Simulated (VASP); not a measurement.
Here is the system:

```
As
1.0
    3.50154    -1.88329    -0.05718
    3.50154     1.88329    -0.05718
    2.53952     0.00000     3.05968
As
2
Cartesian
  2.20189   0.00000   0.67961
  7.34071   0.00000   2.26571
```

Level of theory: LDA (Ceperley-Alder, Perdew-Zunger), VASP's LDA PAW potentials (set 64) (plane waves; VASP). Numerical set-up: 400 eV cut-off, 11×11×11 Γ-centred mesh, first-order Methfessel-Paxton smearing of 0.10 eV, potentials As.

**Question.** What does the run give for the energy per atom (σ→0), band gap (on the k-mesh) with the smallest direct gap where there is one?

**Answer.** 
The band gap (on the k-mesh) comes out as none (metal, semimetal or under 0.01 eV) and the energy per atom (σ→0) comes out as -5.394 eV/atom.

The compound is As in the a7 structure. It was relaxed first, which changed the volume by -5 %. The start is the result of an earlier pass.
